# Zinc sulfide: what the plane-wave cutoff does to a band gap

A plane-wave calculation builds each electron state from waves up to a chosen kinetic energy, the wave cutoff. A higher cutoff lets the states vary more sharply in space. The table follows the band gap of one fixed ZnS crystal as this cutoff is raised, always with the PBE functional. The gap is the distance from the highest filled level, the valence edge, to the lowest empty one, the conduction edge.

Band gaps of zinc-blende ZnS at fixed geometry (cubic edge 5.404 Å), computed with VASP 6.6.1 using PBE and the recommended PBE PAW potentials, without spin polarisation or spin-orbit coupling. Both gaps are taken only from levels at the points of an 8 × 8 × 8 k mesh, with Gaussian smearing of 0.02 eV.

| wave cutoff | gap on mesh (eV) | direct gap on mesh (eV) |
| --- | --- | --- |
| 250 eV | 2.11100 | 2.11100 |
| 300 eV | 2.10600 | 2.10600 |
| 350 eV | 2.11000 | 2.11000 |
| 400 eV | 2.11300 | 2.11300 |
| 450 eV | 2.11400 | 2.11400 |
| 520 eV | 2.11500 | 2.11500 |
| 600 eV | 2.11500 | 2.11500 |
| 700 eV | 2.11500 | 2.11500 |

## 1. Which cutoff gives the smallest gap, and how much is at stake?

The smallest gap belongs to 300 eV, not to the lowest cutoff. Above 300 eV the gap widens, until from 520 eV on the printed value no longer changes. The whole spread is about 9 meV, or 0.4% of the gap. That is small, but its odd order tells something about how a gap converges.

## 2. Why do the two gap columns agree in every row?

The gap on mesh may join two levels at different points of the k mesh, while the direct gap must join two at the same point. Equal values mean that the smallest gap is itself direct. The levels listed for 300 and 600 eV put both edges at Γ, the centre of the Brillouin zone. The two columns are therefore one result printed twice, and their agreement is no sign of convergence.

## 3. Must a larger basis widen the gap?

No. In a fixed potential, adding plane waves can only lower a level or leave it where it is. The gap is a difference of two levels, so it widens or narrows according to which of them moves more. In a self-consistent calculation the potential also changes with the basis, and then a level may even rise.

The first step of the table shows this. From 250 to 300 eV both edges rise, the valence edge by about 8 meV and the conduction edge by about 3 meV, so the gap shrinks by 5 meV. From 300 to 700 eV the valence edge falls by 7 meV and the conduction edge rises by 2 meV, so the gap widens by 9 meV. This split assumes that the program's energy zero stays comparable from one cutoff to the next; the gap itself doesn't depend on that zero.

## 4. Is 250 eV then a better choice than 300 eV?

By the gap alone it looks so: measured against the 700 eV row, the gap is 4 meV too small at 250 eV and 9 meV too small at 300 eV. The total energy of the same runs says the opposite. It lies 32 meV per cell above the 700 eV value at 250 eV, but only 3 meV above it at 300 eV. The gap at 250 eV looks good mainly because the valence edge happens to lie within 1 meV of its 700 eV value, whereas at 300 eV it is 7 meV too high. With the total energy this far off, that is chance and not convergence.

The pressure gives the clearest warning. It is −2.8 GPa at 250 eV and +1.8 GPa at 700 eV, so a relaxation of the cell would start by shrinking it in the first case and by expanding it in the second. The main cause is expected to be the Pulay stress, though these runs don't isolate it. The stress is evaluated for a fixed set of plane waves, and squeezing the cell makes those same waves shorter and thus better able to describe sharp features. With a poor basis this lowers the energy artificially and pulls the cell inward.

## 5. How fast does the gap settle?

The orbitals that the plane waves must represent are smooth, so their short-wave parts fade quickly. That alone doesn't fix the exact law. A simple choice is an error that shrinks by a constant factor for each equal step in cutoff. Such an exponential approach to a limit was fitted to the rows from 300 eV upward, and it follows them to within 0.3 meV. In this fit the gap error halves for about every 50 eV of added cutoff.

The 250 eV row was left out because it lies below the cutoffs recommended for the Zn and S potentials, roughly 280 and 260 eV. Continued down to that row, the curve gives a gap 13 meV smaller than the computed one. The row is thus not an early point of the same smooth approach. The printed output after this text gives the fit and the deviations of each row.

## 6. Which electrons need the high cutoff?

The Zn 3d electrons are the natural suspects. Their orbitals are compact, and a compact orbital needs short waves. The levels at Γ support this: between 300 and 600 eV the Zn 3d levels sink by 23 to 26 meV, whereas the S 3s level shifts by only 1 meV. The 3d shell is still settling when the broader S 3s state is nearly done.

This matters for the gap because the valence edge isn't purely sulfur. It consists mainly of S 3p, with some Zn 3d mixed in. In the tetrahedral crystal, three of the five d orbitals on Zn have the same symmetry at Γ as the S 3p orbitals. The two sets repel each other, which pushes the valence edge up and these d levels down. The other two d orbitals find no S 3p partner at Γ and serve as a marker for the unmixed d level.

## 7. Does the sinking d shell explain the falling valence edge?

A two-level model gives an estimate. Let an unmixed p level and an unmixed d level, at energy E_d, repel each other and form an upper level E₊, the valence edge, and a lower level E₋. The repulsion moves both by the same amount, E_d − E₋. The d share of the upper level is this push divided by the final separation:

d share = (E_d − E₋) / (E₊ − E₋)

If only the unmixed d level moves, the valence edge follows it by this share.

At 300 eV the levels are E_d = −3.709 eV, E₋ = −4.210 eV and E₊ = 2.113 eV. The push is −3.709 + 4.210 = 0.501 eV, and the separation is 2.113 + 4.210 = 6.323 eV.

The d share is therefore 0.501 / 6.323, or about 0.08. Between 300 and 600 eV the unmixed d level sinks by 26 meV, so the valence edge should fall by 0.08 × 26, or about 2 meV. The calculation gives a fall of 7 meV.

The model gets the direction right but accounts for only about a third of the shift. It has no adjustable constant, but it is crude: it ignores the overlap of the orbitals and the splitting of the d levels by the crystal's electric field, and it holds the p level still. The unmixed p level can be recovered within the model, because the repulsion leaves the sum of the two levels unchanged. It equals E₊ + E₋ − E_d, and between 300 and 600 eV it sinks by about 4 meV. In this model, then, part of the fall belongs to the p level itself. The d share may also be larger than estimated, which these levels don't settle. The sinking d shell is thus a plausible contributor, but how large a part it plays stays open.

For a related semiconductor the same reasoning leads to two questions: which shell is the most compact among those not frozen into the core, and how much of it is mixed into each band edge? The first hints at what sets the cutoff, the second at how much of that shell's error reaches the gap.

## 8. Which digits of the gap can be trusted?

It depends on what the number is for. As the PBE gap of this crystal on this k mesh, 2.115 eV is settled with respect to the cutoff, since going from 520 to 700 eV changes it by only 0.4 meV. The mesh and the geometry were not varied, so their effect is untested here. The cell is still under a pressure of 1.8 GPa, and letting it expand is expected to narrow the gap by much more than the whole spread of the table.

As a prediction of the measured gap, not even the first digit holds. Experiment gives roughly 3.7 eV, about 1.6 eV more than PBE. This is the usual fault of such functionals: the spacing of their levels falls well short of the energy needed to create a separate electron and hole. Spin-orbit coupling, which is left out, would raise the valence edge by roughly 0.02 eV and narrow the gap, and even that is more than the whole spread of the table.

For practical work, then, the gap is a poor guide to the cutoff. At 250 eV it is off by only 4 meV while the pressure is wrong by more than 4 GPa. At 520 eV and above, the gap, total energy and pressure have all settled closely. A cutoff should be judged by the most sensitive quantity that will be used, and here that is the pressure.

Numerical output:

```
Deviation from the 700 eV row:
     row  gap (meV)  valence edge (meV)  conduction edge (meV)  total energy (meV per cell)  pressure (GPa)
  250 eV       -3.8                -0.9                   -4.7                        32.42          -4.586
  300 eV       -8.7                 6.8                   -1.9                        3.369         -0.2565
  350 eV       -4.7                 3.4                   -1.3                         1.57         -0.2233
  400 eV       -2.1                 1.4                   -0.7                        1.422         -0.2549
  450 eV       -0.9                 0.7                   -0.2                        0.684          -0.113
  520 eV       -0.4                 0.5                    0.1                       -0.027        -0.02073
  600 eV       -0.1                 0.1                      0                       -0.026        -0.01672
  700 eV          0                   0                      0                            0               0
Full spread of the gap over all rows (meV): 8.7
Full spread as a share of the 700 eV gap (percent): 0.4113
Gap change from 250 to 300 eV (meV): -4.9
Gap change from 520 to 700 eV (meV): 0.4
fit of gm on 7 rows (Ec > 299): constant 2115 +/- 0.089, coefficient of exp(-(Ec - 300)/s) -8.877 +/- 0.2, s 74.75; rms 0.136, worst 350 eV 0.255, leave-one-out rms 0.751
  rows outside the fit (model, value, miss): 250 eV 2098, 2111, -13.4
Cutoff increase that halves the gap error in the fit (eV): 51.81
Shift of the unmixed Zn 3d level (e) from 300 to 600 eV (meV): -25.6
Shift of the mixed Zn 3d level (t2) from 300 to 600 eV (meV): -22.6
Shift of the S 3s level from 300 to 600 eV (meV): 1
Shift of the valence edge from 300 to 600 eV (meV): -6.7
Zn 3d share of the valence edge in the two-level model (fraction): 0.07926
Valence edge shift expected from the deeper d level alone (meV): -2.029
Rough shortfall of the PBE gap against experiment (eV): 1.585
Rough rise of the valence edge by spin-orbit coupling (meV): 23.33
```
